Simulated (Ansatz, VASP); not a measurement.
# ZnIn2: VASP beside Ansatz, part 2 of 2

Aim: how closely do two programs agree when they are given the same cell, functional and k mesh? The cell is generated by rule, not measured, and may not be a known phase. The cell is taken from a series of runs on this material, whose earlier steps may have relaxed, scaled, displaced or heated it; both programs get it as it stands.

VASP 6.6.1 and Ansatz 0.2.0.

So far: The structure; Ansatz: zone-centre phonons, PBEsol.

## 3. VASP: zone-centre phonons, PBEsol

Level of this step: PBEsol; plane waves and PAW (Zn, In_d); invented cell (VASP).

The same cell, functional, mesh and smearing now go to VASP, with its own data sets.

Lines of VASP's logs that name or quote its potential files are left out, and so is its time.

Contents of INCAR:

```
SYSTEM = ZnIn2
PREC = Accurate
ENCUT = 500
EDIFF = 1E-08
NELM = 120
ISMEAR = 1
SIGMA = 0.2
LREAL = .FALSE.
ALGO = Normal
GGA = PS
NBANDS = 25
LORBIT = 11
LWAVE = .FALSE.
LCHARG = .FALSE.
ISIF = 2
IBRION = 8
LASPH = .TRUE.
GGA_COMPAT = .FALSE.
KPAR = 2
```

Contents of POSCAR:

```
ZnIn2
1.0
    5.1494920370      0.0000040657      0.0000000000
   -2.5747495395      4.4595888878      0.0000000000
    0.0000000000      0.0000000000      2.9900494017
Zn In
1 2
Direct
    0.0000000000      0.0000000000      0.0000000000
    0.3333333333      0.6666666667      0.5000000000
    0.6666666667      0.3333333333      0.5000000000
```

Contents of KPOINTS:

```
Automatic mesh
0
Gamma
12 12 16
0 0 0
```

Potentials, in the order of the species: Zn and In_d (PBE family, release 64).

Launch:

```bash
> mpirun -np 2 vasp_std
```

Numbers of over 12 decimals in the logs are rounded to 6 here.

The log of the run:

```text
[banner, memory and clock lines left out]
running    2 mpi-ranks, on    1 nodes
 distrk:  each k-point on    1 cores,    2 groups
 distr:  one band on    1 cores,    1 groups

 POSCAR found type information on POSCAR ZnIn
 POSCAR found :  2 types and       3 ions
|                                                                             |
|               ----> ADVICE to this user running VASP <----                  |
|                                                                             |
|     You enforced a specific xc type in the INCAR file but a different       |
|     [... a line on the potential file left out ...]
|     I HOPE YOU KNOW WHAT YOU ARE DOING!                                     |
|                                                                             |

 LDA part: xc-table for (Slater+PW92), standard interpolation
 POSCAR, INCAR and KPOINTS ok, starting setup
 FFT: planning ... GRIDC
 FFT: planning ... GRID_SOFT
 FFT: planning ... GRID
 WAVECAR not read
 entering main loop
       N       E                     dE             d eps       ncg     rms          rms(c)
DAV:   1     0.289377424103E+03    0.28938E+03   -0.18912E+04  8559   0.215E+03
DAV:   2     0.144282865359E+02   -0.27495E+03   -0.27104E+03  8558   0.419E+02
DAV:   3    -0.667184373324E+01   -0.21100E+02   -0.20955E+02 10363   0.140E+02
DAV:   4    -0.719216974874E+01   -0.52033E+00   -0.51987E+00 10224   0.232E+01
DAV:   5    -0.721501825689E+01   -0.22849E-01   -0.22848E-01 13394   0.425E+00    0.447E+00
DAV:   6    -0.700786434887E+01    0.20715E+00   -0.88180E-01 10382   0.156E+01    0.253E+00
DAV:   7    -0.698627104988E+01    0.21593E-01   -0.92637E-02 10676   0.433E+00    0.101E+00
DAV:   8    -0.698157119699E+01    0.46999E-02   -0.10240E-02 11010   0.120E+00    0.241E-01
DAV:   9    -0.698125141942E+01    0.31978E-03   -0.17036E-03 10598   0.493E-01    0.797E-02
DAV:  10    -0.698124272336E+01    0.86961E-05   -0.13289E-04 12793   0.104E-01    0.379E-02
DAV:  11    -0.698124392106E+01   -0.11977E-05   -0.17432E-05 11656   0.456E-02    0.118E-02
DAV:  12    -0.698124338845E+01    0.53261E-06   -0.31677E-06 11489   0.143E-02    0.147E-03
DAV:  13    -0.698124334145E+01    0.46995E-07   -0.29899E-07 10999   0.604E-03    0.683E-04
DAV:  14    -0.698124332212E+01    0.19332E-07   -0.26916E-08  7544   0.115E-03    0.458E-04
DAV:  15    -0.698124331275E+01    0.93678E-08   -0.19082E-09  4914   0.402E-04
   1 F= -.69812433E+01 E0= -.69820048E+01  d E =0.228437E-02
 Linear response reoptimize wavefunctions to high precision
DAV:   1    -0.698124330598E+01    0.67776E-08   -0.81193E-10  4995   0.383E-04
DAV:   2    -0.698124330601E+01   -0.28194E-10   -0.31839E-10  4769   0.159E-04
 Linear response DOF=           4
 Linear response progress:
  Degree of freedom:   1/  4
       N       E                     dE             d eps       ncg     rms          rms(c)
RMM:   1    -0.214862040943E+00   -0.21486E+00   -0.33336E-02 25356   0.120E+00
RMM:   2    -0.214070234716E+00    0.79181E-03   -0.39989E-03 25898   0.567E-01    0.346E-02
RMM:   3    -0.213908518705E+00    0.16172E-03   -0.73115E-04 30348   0.224E-01    0.174E-02
RMM:   4    -0.213696453436E+00    0.21207E-03   -0.14813E-04 31265   0.986E-02    0.356E-03
RMM:   5    -0.213642452096E+00    0.54001E-04   -0.37826E-05 33198   0.472E-02    0.206E-03
RMM:   6    -0.213644161535E+00   -0.17094E-05   -0.91728E-06 33692   0.224E-02    0.122E-03
RMM:   7    -0.213643737325E+00    0.42421E-06   -0.27895E-06 34264   0.116E-02    0.102E-03
RMM:   8    -0.213643795471E+00   -0.58146E-07   -0.89145E-07 35886   0.595E-03    0.158E-03
RMM:   9    -0.213643718745E+00    0.76726E-07   -0.29883E-07 35498   0.333E-03    0.186E-03
RMM:  10    -0.213644071294E+00   -0.35255E-06   -0.77612E-08 37092   0.156E-03    0.214E-03
RMM:  11    -0.213644321631E+00   -0.25034E-06   -0.28428E-08 37170   0.758E-04    0.237E-03
RMM:  12    -0.213645032179E+00   -0.71055E-06   -0.97840E-09 35351   0.405E-04    0.280E-03
RMM:  13    -0.213645584032E+00   -0.55185E-06   -0.70826E-09 35906   0.236E-04    0.303E-03
RMM:  14    -0.213645642498E+00   -0.58467E-07   -0.43973E-09 37507   0.135E-04    0.312E-03
RMM:  15    -0.213645639344E+00    0.31544E-08   -0.60058E-09 37046   0.921E-05    0.312E-03
 first order change of Fermi-energy   0.22754E-04
 force on displaced ion       1 direction 1 :  -0.665  -0.000   0.000
 Linear response progress:
  Degree of freedom:   2/  4
       N       E                     dE             d eps       ncg     rms          rms(c)
RMM:   1    -0.206247928117E+00   -0.20625E+00   -0.33975E-02 10980   0.105E+00
RMM:   2    -0.206138185468E+00    0.10974E-03   -0.19106E-03 11620   0.354E-01    0.310E-02
RMM:   3    -0.205842663538E+00    0.29552E-03   -0.32766E-04 13084   0.146E-01    0.177E-02
RMM:   4    -0.205447226232E+00    0.39544E-03   -0.79289E-05 13364   0.690E-02    0.141E-03
RMM:   5    -0.205454653346E+00   -0.74271E-05   -0.18844E-05 14371   0.328E-02    0.112E-03
RMM:   6    -0.205459135802E+00   -0.44825E-05   -0.46135E-06 14754   0.157E-02    0.582E-04
RMM:   7    -0.205454487099E+00    0.46487E-05   -0.13650E-06 14697   0.800E-03    0.505E-04
RMM:   8    -0.205454171634E+00    0.31546E-06   -0.40633E-07 15241   0.408E-03    0.103E-04
RMM:   9    -0.205454912490E+00   -0.74086E-06   -0.12817E-07 15437   0.217E-03    0.202E-04
RMM:  10    -0.205454708386E+00    0.20410E-06   -0.41061E-08 15383   0.101E-03    0.170E-04
RMM:  11    -0.205454633066E+00    0.75320E-07   -0.13581E-08 15294   0.538E-04    0.251E-04
RMM:  12    -0.205454635716E+00   -0.26497E-08   -0.69404E-09 15781   0.255E-04    0.255E-04
 first order change of Fermi-energy   0.10185E-03
 force on displaced ion       1 direction 3 :   0.000   0.000   0.094
 Linear response progress:
  Degree of freedom:   3/  4
       N       E                     dE             d eps       ncg     rms          rms(c)
RMM:   1    -0.239994581621E+00   -0.23999E+00   -0.12796E-01 47712   0.375E+00
RMM:   2    -0.242973419993E+00   -0.29788E-02   -0.20135E-02 55339   0.919E-01    0.900E-02
RMM:   3    -0.243140964304E+00   -0.16754E-03   -0.23280E-03 57775   0.313E-01    0.324E-02
RMM:   4    -0.243072197211E+00    0.68767E-04   -0.22334E-04 60357   0.109E-01    0.232E-02
RMM:   5    -0.243084510092E+00   -0.12313E-04   -0.43378E-05 59352   0.444E-02    0.911E-03
RMM:   6    -0.243086954625E+00   -0.24445E-05   -0.64675E-06 60169   0.182E-02    0.214E-03
RMM:   7    -0.243086914816E+00    0.39809E-07   -0.18278E-06 59901   0.694E-03    0.685E-04
RMM:   8    -0.243084323074E+00    0.25917E-05   -0.55410E-07 61330   0.318E-03    0.494E-04
RMM:   9    -0.243082420531E+00    0.19025E-05    0.58580E-08 59582   0.146E-03    0.274E-04
RMM:  10    -0.243080581173E+00    0.18394E-05    0.16715E-07 62028   0.811E-04    0.201E-04
RMM:  11    -0.243081770049E+00   -0.11889E-05    0.13009E-07 61470   0.484E-04    0.112E-04
RMM:  12    -0.243081828518E+00   -0.58468E-07    0.61897E-08 63319   0.314E-04    0.184E-04
RMM:  13    -0.243081718631E+00    0.10989E-06    0.33547E-08 61862   0.228E-04    0.882E-05
RMM:  14    -0.243081678279E+00    0.40352E-07    0.28089E-08 64104   0.181E-04    0.674E-05
RMM:  15    -0.243081683641E+00   -0.53611E-08    0.77848E-09 62221   0.156E-04    0.654E-05
 first order change of Fermi-energy  -0.11667E-05
 force on displaced ion       2 direction 1 :  -3.318  -0.001   0.000
 Linear response progress:
  Degree of freedom:   4/  4
       N       E                     dE             d eps       ncg     rms          rms(c)
RMM:   1    -0.223313503866E+00   -0.22331E+00   -0.12788E-01 18870   0.356E+00
RMM:   2    -0.226812921487E+00   -0.34994E-02   -0.17451E-02 20660   0.800E-01    0.542E-02
RMM:   3    -0.226618412028E+00    0.19451E-03   -0.16686E-03 21699   0.261E-01    0.222E-02
RMM:   4    -0.226415091718E+00    0.20332E-03   -0.14660E-04 21667   0.810E-02    0.164E-02
RMM:   5    -0.226327274136E+00    0.87818E-04   -0.19383E-05 22400   0.319E-02    0.459E-03
RMM:   6    -0.226296467829E+00    0.30806E-04   -0.32549E-06 22402   0.124E-02    0.196E-03
RMM:   7    -0.226292792951E+00    0.36749E-05   -0.55500E-07 20684   0.490E-03    0.808E-04
RMM:   8    -0.226290569858E+00    0.22231E-05   -0.98309E-08 22740   0.241E-03    0.285E-04
RMM:   9    -0.226289892403E+00    0.67745E-06    0.89356E-08 22604   0.116E-03    0.174E-04
RMM:  10    -0.226289600772E+00    0.29163E-06    0.12219E-07 23906   0.639E-04    0.199E-04
RMM:  11    -0.226289926061E+00   -0.32529E-06    0.93018E-08 23141   0.405E-04    0.478E-04
RMM:  12    -0.226289345675E+00    0.58039E-06    0.57465E-08 23119   0.293E-04    0.103E-04
RMM:  13    -0.226289297043E+00    0.48632E-07    0.35121E-08 23672   0.211E-04    0.550E-05
RMM:  14    -0.226289309293E+00   -0.12250E-07    0.21175E-08 23633   0.167E-04    0.492E-05
RMM:  15    -0.226289296815E+00    0.12478E-07    0.10652E-08 24585   0.146E-04    0.596E-06
RMM:  16    -0.226289306051E+00   -0.92360E-08    0.41646E-09 23567   0.134E-04    0.365E-06
 first order change of Fermi-energy  -0.42748E-05
 force on displaced ion       2 direction 3 :   0.000   0.000   0.253
 Linear response finished
```

From OUTCAR (step 3):

```text
ion  position               nearest neighbor table
   1  0.000  0.000  0.000-   2 3.33   3 3.33   2 3.33   3 3.33   3 3.33   3 3.33   2 3.33   2 3.33
                             3 3.33   3 3.33   2 3.33   2 3.33
   2  0.333  0.667  0.500-   3 2.97   3 2.97   3 2.97   1 3.33   1 3.33   1 3.33   1 3.33   1 3.33
                             1 3.33
   3  0.667  0.333  0.500-   2 2.97   2 2.97   2 2.97   1 3.33   1 3.33   1 3.33   1 3.33   1 3.33
                             1 3.33

  LATTYP: Found a hexagonal cell.
 ALAT       =     5.1494920370
 C/A-ratio  =     0.5806493884

 Subroutine GETGRP returns: Found 24 space group operations
 (whereof 24 operations were pure point group operations)

The static configuration has the point symmetry D_6h.

 Found    171 irreducible k-points:

   k-points           NKPTS =    171   k-points in BZ     NKDIM =    171   number of bands    NBANDS=     25

   dimension x,y,z NGX =    40 NGY =   40 NGZ =   24
   dimension x,y,z NGXF=    80 NGYF=   80 NGZF=   48

   ENCUT  =  500.0 eV  36.75 Ry    6.06 a.u.   9.39  9.39  5.45*2*pi/ulx,y,z

   NELECT =      38.0000    total number of electrons

 k-points in reciprocal lattice and weights: Automatic mesh
   0.00000000  0.00000000  0.00000000       0.000
   0.08333333  0.00000000  0.00000000       0.003
   0.16666667  0.00000000  0.00000000       0.003
   0.25000000  0.00000000  0.00000000       0.003
   0.33333333  0.00000000  0.00000000       0.003
   0.41666667  0.00000000  0.00000000       0.003
   0.50000000  0.00000000  0.00000000       0.001
   0.08333333  0.08333333  0.00000000       0.003
   0.16666667  0.08333333  0.00000000       0.005
[...]
0.33333333  0.25000000  0.50000000       0.005
   0.33333333  0.33333333  0.50000000       0.001

 average (electrostatic) potential at core
       1 -33.0094       2 -94.9479       3 -94.9479

  Total       -0.0131470     -0.0131470     -0.0157250      0.0000000      0.0000000     -0.0000000
  in kB       -0.3067606     -0.3067606     -0.3669122      0.0000000      0.0000000     -0.0000000
  external PRESSURE =      -0.3268112 kB  Pullay stress =       0.0000000 kB

  energy-cutoff  :      500.00
  volume of cell :       68.67
      direct lattice vectors                 reciprocal lattice vectors
     5.149492037  0.000004066  0.000000000     0.194193823  0.112118060  0.000000000
    -2.574749539  4.459588888  0.000000000    -0.000000177  0.224235814  0.000000000
     0.000000000  0.000000000  2.990049402     0.000000000  0.000000000  0.334442635

 POSITION                                       TOTAL-FORCE (eV/Angst)
 -----------------------------------------------------------------------------------
      0.00000      0.00000      0.00000        -0.000000     -0.000000      0.000000
     -0.00000      2.97306      1.49502         0.000000     -0.000000      0.000000
      2.57474      1.48653      1.49502        -0.000000      0.000000      0.000000
 -----------------------------------------------------------------------------------
    total drift:                               -0.000000      0.000000      0.000000

 Eigenvectors and eigenvalues of the dynamical matrix
 ----------------------------------------------------

   1 f  =    3.662002 THz    23.009038 2PiTHz  122.151243 cm-1    15.144817 meV
             X         Y         Z           dx          dy          dz
      0.000000  0.000000  0.000000    -0.000000    0.000000    0.000000
     -0.000002  2.973061  1.495025     0.008162   -0.707060    0.000000
      2.574745  1.486532  1.495025    -0.008162    0.707060   -0.000000

   2 f  =    3.662002 THz    23.009038 2PiTHz  122.151243 cm-1    15.144817 meV
             X         Y         Z           dx          dy          dz
      0.000000  0.000000  0.000000     0.000000    0.000000    0.000000
     -0.000002  2.973061  1.495025    -0.707060   -0.008162   -0.000000
      2.574745  1.486532  1.495025     0.707060    0.008162   -0.000000

   3 f  =    1.788809 THz    11.239420 2PiTHz   59.668252 cm-1     7.397917 meV
             X         Y         Z           dx          dy          dz
      0.000000  0.000000  0.000000     0.010178   -0.881109    0.000000
     -0.000002  2.973061  1.495025    -0.003862    0.334301    0.000000
      2.574745  1.486532  1.495025    -0.003862    0.334301   -0.000000

   4 f  =    1.788809 THz    11.239420 2PiTHz   59.668252 cm-1     7.397917 meV
             X         Y         Z           dx          dy          dz
      0.000000  0.000000  0.000000     0.881109    0.010178    0.000000
     -0.000002  2.973061  1.495025    -0.334301   -0.003862   -0.000000
      2.574745  1.486532  1.495025    -0.334301   -0.003862    0.000000

   5 f  =    0.018737 THz     0.117726 2PiTHz    0.624987 cm-1     0.077489 meV
             X         Y         Z           dx          dy          dz
      0.000000  0.000000  0.000000     0.000000    0.000000   -0.445711
     -0.000002  2.973061  1.495025     0.000000    0.000000   -0.632986
      2.574745  1.486532  1.495025     0.000000    0.000000   -0.632986

   6 f/i=    0.004097 THz     0.025743 2PiTHz    0.136668 cm-1     0.016945 meV
             X         Y         Z           dx          dy          dz
      0.000000  0.000000  0.000000    -0.464043   -0.090600   -0.000000
     -0.000002  2.973061  1.495025    -0.611533   -0.119396   -0.000000
      2.574745  1.486532  1.495025    -0.611533   -0.119396   -0.000000

   7 f/i=    0.004097 THz     0.025743 2PiTHz    0.136668 cm-1     0.016945 meV
             X         Y         Z           dx          dy          dz
      0.000000  0.000000  0.000000    -0.090600    0.464043    0.000000
     -0.000002  2.973061  1.495025    -0.119396    0.611533    0.000000
      2.574745  1.486532  1.495025    -0.119396    0.611533    0.000000

   8 f/i=    0.663952 THz     4.171735 2PiTHz   22.147062 cm-1     2.745885 meV
             X         Y         Z           dx          dy          dz
      0.000000  0.000000  0.000000    -0.000000   -0.000000   -0.895177
     -0.000002  2.973061  1.495025    -0.000000   -0.000000    0.315165
      2.574745  1.486532  1.495025    -0.000000   -0.000000    0.315165

   9 f/i=    0.995260 THz     6.253406 2PiTHz   33.198316 cm-1     4.116065 meV
             X         Y         Z           dx          dy          dz
      0.000000  0.000000  0.000000     0.000000   -0.000000    0.000000
     -0.000002  2.973061  1.495025     0.000000   -0.000000   -0.707107
      2.574745  1.486532  1.495025     0.000000   -0.000000    0.707107

 ELASTIC MODULI CONTR FROM IONIC RELAXATION (kBar)
 Direction    XX          YY          ZZ          XY          YZ          ZX
 --------------------------------------------------------------------------------
 XX        -173.6085    173.6085     -0.0000      0.0000      0.0000      0.0000
 YY         173.6085   -173.6085      0.0000      0.0000     -0.0000      0.0000
 ZZ          -0.0000      0.0000     -0.0000      0.0000      0.0000      0.0000
 XY           0.0000      0.0000      0.0000   -173.6085     -0.0000      0.0000
 YZ           0.0000     -0.0000      0.0000     -0.0000     -0.0000      0.0000
 ZX           0.0000      0.0000      0.0000      0.0000      0.0000      0.0000
 --------------------------------------------------------------------------------
```

## 4. Comparison

Known differences besides the potentials themselves: VASP's run holds the zone centre alone; the data sets hold 46 valence electrons in Ansatz (on norm-conserving files, of PseudoDojo where its log says so) and 38 in VASP; the cutoff is 1142.88 eV in Ansatz and 500 eV in VASP. Total energies have different zeros and are not compared.

Compared:

```
                                              quantity  Ansatz   VASP  difference
optical mode 1 (imaginary, printed as negative) (cm⁻¹)   -35.4  -33.2        -2.2
optical mode 2 (imaginary, printed as negative) (cm⁻¹)   -25.4  -22.1        -3.3
                            optical mode 3 to 4 (cm⁻¹)    60.0   59.7     +0.52 %
                            optical mode 5 to 6 (cm⁻¹)   122.5  122.2     +0.31 %
```

Modes are paired by rising frequency, not by their patterns, so a pair may set unlike modes beside each other; they are those without the splitting of longitudinal modes.

## 5. Summary of results

- r.m.s. difference of the optical zone-centre modes, each program's sorted by frequency (zone-centre phonons, PBEsol): 1.6 cm⁻¹
- difference in optical mode 3 to 4 (zone-centre phonons, PBEsol): +0.5 %

**Reading.** The r.m.s. difference of the optical zone-centre modes, each program's sorted by frequency is 1.6 cm⁻¹ (zone-centre phonons, PBEsol). The data sets hold unlike numbers of valence electrons (46 in Ansatz and 38 in VASP), so part of the differences comes from the potentials. Among the rows given in per cent, the largest difference of the zone-centre phonons, PBEsol pair is in optical mode 3 to 4, +0.5 %. Such differences can come from data sets, numerical settings and the points named under the comparisons, not from the functional's error against experiment.

[Lines on the potential files, build, host, timing and source positions are cut from VASP's logs without a mark.]

[Logs are printed without paths, hosts, clocks, repeated set-up lines and the standing remarks that a program may print on its own settings, such as how far it seeks lower states.]

[Hosts, paths, dates, database ids (printed as entryN), source tags and the programs' standing remarks are cut or masked in the printed files.]
